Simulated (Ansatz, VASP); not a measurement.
**Cross-check of CdS (Greenockite) between VASP and Ansatz**

Wanted: the spread between two codes on one cell, functional and k mesh. The cell is taken from a series of runs on this material, whose earlier steps may have relaxed, scaled, displaced or heated it; both programs get it as it stands.

Method: plane waves, with VASP 6.6.1 beside it; LDA, in Ansatz 0.2.0.

**1. The structure**

Symmetry: P6_3mc, No. 186, hexagonal system. The conventional cell has a = 4.074 Å, b = 4.074 Å, c = 6.639 Å, α = 90.00°, β = 90.00°, γ = 120.00°. Cd has 4 S at 2.49 to 2.50 Å nearest. Nearest to S lie 4 Cd at 2.49 to 2.50 Å. Farther neighbours and most contacts between anions are not listed.

Structure file:

```cif
data_structure
_symmetry_space_group_name_H-M 'P 1'
_symmetry_Int_Tables_number 1
_cell_length_a 4.0738
_cell_length_b 4.0738
_cell_length_c 6.6388
_cell_angle_alpha 90.000
_cell_angle_beta 90.000
_cell_angle_gamma 120.000
_cell_volume 95.42
loop_
_atom_site_label
_atom_site_type_symbol
_atom_site_fract_x
_atom_site_fract_y
_atom_site_fract_z
_atom_site_occupancy
Cd1 Cd 0.33333 0.66667 0.99946 1
Cd2 Cd 0.66667 0.33333 0.49946 1
S3 S 0.33333 0.66667 0.37554 1
S4 S 0.66667 0.33333 0.87554 1
```

**2. Ansatz: relaxation of cell and atoms, LDA**

Ansatz runs on its PAW soft_1 files.

The relaxed volume is the usual yardstick between codes: in a stiff, nearly cubic crystal its relative difference is about their pressure difference at one cell divided by the bulk modulus.

The input, input.yaml:

```yaml
crystal:
  lattice:
    - [4.0738436099, 0.0, 0.0]
    - [-2.0369218049, 3.5280520572, 0.0]
    - [0.0, 0.0, 6.6387608611]
  atoms:
    - { symbol: Cd, position: [0.3333333333, 0.6666666667, -0.0005357185] }
    - { symbol: Cd, position: [0.6666666667, 0.3333333333, 0.4994642815] }
    - { symbol: S, position: [0.3333333333, 0.6666666667, 0.3755357185] }
    - { symbol: S, position: [0.6666666667, 0.3333333333, 0.8755357185] }
kpoints:
  mp_grid: { grid: [9, 9, 4] }
hamiltonian:
  xc: lda
  pseudopotentials: { kind: paw, azcp: { folder: soft_1 }, xc_functional: pbe }
scf:
  occupations: { method: fixed }
  lower_state_search: "off"
output:
  forces: true
  stress: true
  eigenvalues: true
relax:
  adjacent_minimum: "off"
  f_tol: 0.001
  max_steps: 60
  cell: { stress_tol: 0.01 }
```

The run is started by

```sh
ansatz run input.yaml --threads 18 --pin off --max-ram 92160MiB --backend cuda --events-out ev --progress --plain --runs-dir out --max-vram 78GiB
```

Numbers of over 12 decimals in the logs are rounded to 6 here.

The program printed:

```text
Engine: ansatz 0.2.0, aarch64-unknown-linux-gnu
Pseudopotentials: kind: paw
Pseudopotential: Cd, paw, valence charge 20, recommended cutoff 420 eV (normal), soft_1/Cd.paw.azcp
Pseudopotential: S, paw, valence charge 6, recommended cutoff 420 eV (normal), soft_1/S.paw.azcp
Functional definition: SPW92
  exchange = slater_x
  correlation = pw_c
device memory: the entry about to start is reckoned to put 2.2 GiB on a device that reports 176.4 GiB free (of which the cap on the GPU budget leaves the run 78.0 GiB)
GPU FFT provider: cuFFT
GPU libraries: cuBLAS 13.8.1, cuFFT 12.4.0, cuSOLVER 12.3.2
GPU matrix products: emulated (plane waves: as basis.precision tells), large ones in fixed point in workspaces of 1.00 GiB
Crystal: 4 atoms, lattice volume = 95.417 Å³
Basis set: ecut = 420 eV, 1811 PW (Γ)
Bands: 32, of which v1, the nominal top of the filled ones, is band 26 counted from 1 (25 counted from 0)
Symmetry: 12 space group operations
Space group: P63mc (ITA 186), of the structure as read, at distance tolerance 4.6e-5 Å
k-points: 36 of 324 (time reversal used)
Non-local potential: Cd, projectors of the file, l = 0: 3, l = 1: 2, l = 2: 2, l = 3: 1
Non-local potential: S, projectors of the file, l = 0: 2, l = 1: 2, l = 2: 1
PAW form: soft (Blöchl's): semilocal exchange-correlation on the pseudo side does not see the compensation charge
PAW frozen core: Cd, regenerated for the run's functional, and the local potential with it (the file was generated under x = pbe(κ = 0.804, μ = 0.219515), c = pbe(β = 0.066725))
PAW frozen core: S, regenerated for the run's functional, and the local potential with it (the file was generated under x = pbe(κ = 0.804, μ = 0.219515), c = pbe(β = 0.066725))
PAW one-centre angular grid: Cd, 590 points (default); XC on 64 Gauss nodes
PAW one-centre angular grid: S, 110 points (default); XC on 64 Gauss nodes
Initial density: superposition of atomic densities (chi_scale 0.1, normalization cell, long waves kept (reshape's long-wave potential 0.00 eV rms))
Initial wavefunctions: pseudopotential atomic-orbital guess
GPU buffer pool allocated for 40500 grid points (all kernels)
GPU transforms: local potential and band sums: pruned to the plane-wave sphere, on 27×27×45
Functional: x = slater, c = lda
SCF iter   1: F=—  HF=-17977.537246 eV  |F-HF|=—  |Δ(HF+E_count)|=         —  Δρ=2.34e-2  dr2=4.49e-1  ethr=3.10e-3  ⟨swp⟩=4.9  Hψ=4050  notcnv=0  defer=140
preconditioner: auto → Resta (q_TF=auto, 2.466 Å⁻¹)  ε∞=4.7  [insulator: Δε(μ)=1.263 eV  Ē_g=11.877 eV  n_scr=22 (ndim 8)  ℏωp=22.8 eV  f_vac=0.060  ε∞_Penn≈4.7]
SCF iter   2: F=—  HF=-17977.431909 eV  |F-HF|=—  |Δ(HF+E_count)|=   1.05e-1  Δρ=1.21e-2  dr2=1.17e-1  ethr=8.64e-4  ⟨swp⟩=3.0  Hψ=2104  notcnv=0  defer=143
SCF iter   3: F=—  HF=-17977.409671 eV  |F-HF|=—  |Δ(HF+E_count)|=   2.22e-2  Δρ=3.69e-3  dr2=1.23e-2  ethr=2.25e-4  ⟨swp⟩=2.0  Hψ=1355  notcnv=0  defer=143
SCF iter   4: F=—  HF=-17977.407218 eV  |F-HF|=—  |Δ(HF+E_count)|=   2.45e-3  Δρ=8.25e-4  dr2=8.43e-4  ethr=2.36e-5  ⟨swp⟩=2.0  Hψ=1729  notcnv=0  defer=143
SCF iter   5: F=—  HF=-17977.407546 eV  |F-HF|=—  |Δ(HF+E_count)|=   3.29e-4  Δρ=3.39e-4  dr2=1.46e-4  ethr=1.62e-6  ⟨swp⟩=2.2  Hψ=1942  notcnv=0  defer=143
SCF iter   6: F=—  HF=-17977.406943 eV  |F-HF|=—  |Δ(HF+E_count)|=   6.03e-4  Δρ=5.99e-5  dr2=2.81e-6  ethr=2.80e-7  ⟨swp⟩=3.0  Hψ=1791  notcnv=0  defer=99
SCF iter   7: F=—  HF=-17977.408124 eV  |F-HF|=—  |Δ(HF+E_count)|=   1.18e-3  Δρ=9.07e-6  dr2=9.83e-8  ethr=1.92e-10  ⟨swp⟩=10.7  Hψ=7946  notcnv=0
SCF iter   8: F=-17977.408124 eV  HF=-17977.408124 eV  |F-HF|=1.37e-9  |Δ(HF+E_count)|=   5.20e-8  Δρ=1.79e-6  dr2=4.67e-9  ethr=1.89e-10  ⟨swp⟩=2.6  Hψ=4205  notcnv=0
SCF 1 converged in 8 iterations: F = -17977.408124 eV  dr2 = 4.67e-9
  greatest PAW one-centre occupation: 1.001 electrons in one spin orbital (limit 2), on the Cd atom at site 0 (counted from 0), in its partial waves of l = 0
relax step   1: F+E_penalty+E_count = -17977.40812436 eV  Δ(F+E_penalty+E_count) = +0.000e0 eV  max|allowed force component| = 1.522e-4 eV/Å  Δτ_max = 0.0000 Å  P = -0.002 GPa  Ω = 95.417 Å³  (8 SCF iters, dr2 threshold 1.00e-7 eV, accepted)
device memory: the entry about to start is reckoned to put 2.2 GiB on a device that reports 176.4 GiB free (of which the cap on the GPU budget leaves the run 78.0 GiB)
GPU FFT provider: cuFFT
GPU libraries: cuBLAS 13.8.1, cuFFT 12.4.0, cuSOLVER 12.3.2
GPU matrix products: emulated (plane waves: as basis.precision tells), large ones in fixed point in workspaces of 1.00 GiB
Initial density: handed on by an earlier stage of this run
Initial wavefunctions: pseudopotential atomic-orbital guess (no wavefunctions were taken with the density)
GPU buffer pool allocated for 40500 grid points (all kernels)
GPU transforms: local potential and band sums: pruned to the plane-wave sphere, on 27×27×45
iter 1 solved again at ethr=4.74e-7 eV; its pass at ethr=3.10e-3 eV (dr2=2.46e-4 eV) is discarded
SCF iter   1: F=—  HF=-17977.406972 eV  |F-HF|=—  |Δ(HF+E_count)|=         —  Δρ=3.95e-6  dr2=1.20e-8  ethr=4.74e-7  ⟨swp⟩=4.4  Hψ=7390  notcnv=0  defer=143
eigensolver tolerance schedule: the retry pair's looser diagonalisation over-reported the residual by 20597.45 of it (diagonalisation noise at an unbounded share of the residual, at the tolerance the schedule requests for it); recorded, not acted on — ethr = c·dr2/N_el stays at c = 1.0e-1
preconditioner: auto → Resta (q_TF=auto, 2.466 Å⁻¹)  ε∞=4.8  [insulator: Δε(μ)=1.026 eV  Ē_g=11.677 eV  n_scr=22 (ndim 8)  ℏωp=22.8 eV  f_vac=0.100  ε∞_Penn≈4.8]
SCF iter   2: F=—  HF=-17977.408124 eV  |F-HF|=—  |Δ(HF+E_count)|=   1.15e-3  Δρ=2.89e-6  dr2=7.45e-9  ethr=2.30e-11  ⟨swp⟩=3.8  Hψ=2990  notcnv=0  defer=140
SCF iter   3: F=—  HF=-17977.408124 eV  |F-HF|=—  |Δ(HF+E_count)|=   1.25e-9  Δρ=1.72e-6  dr2=2.95e-9  ethr=1.43e-11  ⟨swp⟩=2.0  Hψ=1495  notcnv=0  defer=140
SCF iter   4: F=—  HF=-17977.408124 eV  |F-HF|=—  |Δ(HF+E_count)|=  1.02e-10  Δρ=6.45e-7  dr2=3.81e-10  ethr=5.68e-12  ⟨swp⟩=2.1  Hψ=1656  notcnv=0  defer=140
SCF iter   5: F=—  HF=-17977.408124 eV  |F-HF|=—  |Δ(HF+E_count)|=  1.53e-10  Δρ=6.70e-7  dr2=2.93e-10  ethr=1.00e-12  ⟨swp⟩=1.0  Hψ=1080  notcnv=0  defer=140
SCF iter   6: F=—  HF=-17977.408124 eV  |F-HF|=—  |Δ(HF+E_count)|=  6.18e-11  Δρ=3.59e-7  dr2=8.47e-11  ethr=1.00e-12  ⟨swp⟩=1.0  Hψ=1080  notcnv=0  defer=140
SCF iter   7: F=—  HF=-17977.408124 eV  |F-HF|=—  |Δ(HF+E_count)|=  1.82e-11  Δρ=7.52e-8  dr2=3.60e-12  ethr=1.00e-12  ⟨swp⟩=1.0  Hψ=1080  notcnv=0  defer=140
SCF iter   8: F=-17977.408124 eV  HF=-17977.408124 eV  |F-HF|=1.09e-11  |Δ(HF+E_count)|=  1.46e-11  Δρ=2.73e-8  dr2=4.67e-13  ethr=1.00e-12  ⟨swp⟩=12.6  Hψ=7014  notcnv=0
SCF 2 converged in 8 iterations: F = -17977.408124 eV  dr2 = 4.67e-13
  greatest PAW one-centre occupation: 1.001 electrons in one spin orbital (limit 2), on the Cd atom at site 1 (counted from 0), in its partial waves of l = 0
relax step   2: F+E_penalty+E_count = -17977.40812436 eV  Δ(F+E_penalty+E_count) = -5.821e-11 eV  max|allowed force component| = 1.470e-4 eV/Å  Δτ_max = 0.0000 Å  P = -0.002 GPa  Ω = 95.417 Å³  stress off target by 2.18e-3 GPa  SCF on the basis re-selected at this cell (its energy is not comparable with the rows above)  (8 SCF iters)
basis re-selected at this cell: Δ(F+E_penalty+E_count) = -5.821e-11 eV, ΔP = +0.000 GPa vs the last step (what re-selecting the basis moved, of the pressure what is left beyond the Pulay correction that the steps carried, after the strain that the cell walked since its last selection, with what the two solves' SCF thresholds leave and, on support functions, any second-order correction that the steps lacked; it is no  [...]
SCF converged after 8 iterations
Free energy (F): -17977.408124 eV
Harris-Foulkes:  -17977.408124 eV  (|F-HF|=1.09e-11)
Internal energy: -17977.408124 eV  (E = F + TS)
E sigma→0 (E₀):  -17977.408124 eV
Fermi energy:    7.195980 eV
--- Per-component energies (eV) ---
  E_band       = -1003.801304
  E_kinetic    = 1095.128031
  E_local      = -7982.302122  (includes V_loc(G=0)·N_el)
  E_nonlocal   = 325.326441
  E_hartree    = 3626.377278
  E_xc         = -488.490994
  E_vxc        = -559.109751  (∫ρ·V_xc dr)
  E_paw        = -9079.153512  (= ΣΔE_a)
  E_vpaw       = -1135.598995  (= ΣTr[D̂ρ^β])
  E_aug_tail   = 0.000583  (compensation charges beyond the density's cutoff)
  E_ewald      = -5476.133363
  E_core_change = 1.839534  (= ΣΔE_core)
  E_smearing   = -0.000000  (= −TS)
  E_closure    = -0.000000  (closes the sum)
  Σ components = -17977.408124   (vs F -17977.408124, Δ=0.00e0)
--- Forces (eV/Å), atoms counted from 1 ---
  atom   1  Cd     0.00000000    -0.00000000    -0.00014699
  atom   2  Cd    -0.00000000     0.00000000    -0.00014699
  atom   3  S      0.00000000    -0.00000000     0.00014700
  atom   4  S     -0.00000000     0.00000000     0.00014700
  max |Σ_I F_I| component: 2.59e-8 eV/Å
--- Stress (GPa, compression-positive) ---
       -0.001533       0.000000       0.000000
        0.000000      -0.001533       0.000000
        0.000000       0.000000      -0.002183
  P = ⅓ Tr σ = -0.0017 GPa (-0.017 kbar)
--- Band table (eV; the first three rows and the last of 36) ---
  k-point 0: bands = [... 22 lower, 6.3625, 7.1344, 7.1960, 7.1960, 8.2222, 9.8052, 13.4642, 13.4642, ... 2 higher]
  k-point 1: bands = [... 22 lower, 6.4767, 6.4767, 7.0652, 7.0652, 9.1680, 9.8838, 13.2532, 13.5383, ... 2 higher]
  k-point 2: bands = [... 22 lower, 6.7627, 6.7627, 6.7627, 6.7627, 9.9010, 9.9010, 13.1790, 13.1790, ... 2 higher]
  k-point 35: bands = [... 22 lower, 4.5099, 4.5099, 5.9503, 5.9503, 11.4491, 11.4491, 13.0563, 13.0563, ... 2 higher]
--- Relaxed structure (1 steps of the walk, 1 accepted, 1 SCFs on fresh bases) ---
  F+E_penalty+E_count = -17977.40812436 eV   max|allowed force component| = 1.470e-4 eV/Å   (the final SCF, on the basis selected at the relaxed cell)
  cell:  # Å, volume = 95.4171 Å³
    - [4.073844, -2.8867386699071066e-11, 0.0]
    - [-2.036922, 3.528052, 0.0]
    - [0.0, 0.0, 6.6387608611]
  atoms:
    - { symbol: Cd, position: [0.333333, 0.666667, -0.000535718] }
    - { symbol: Cd, position: [0.666667, 0.333333, 0.499464] }
    - { symbol: S, position: [0.333333, 0.666667, 0.375536] }
    - { symbol: S, position: [0.666667, 0.333333, 0.875536] }
```

(Continued in part 2 of 2.)

[Lines on the potential files, build, host, timing and source positions are cut from VASP's logs without a mark.]

[Logs are printed without paths, hosts, clocks, repeated set-up lines and the standing remarks that a program may print on its own settings, such as how far it seeks lower states.]

[Hosts, paths, dates, database ids (printed as entryN), source tags and the programs' standing remarks are cut or masked in the printed files.]
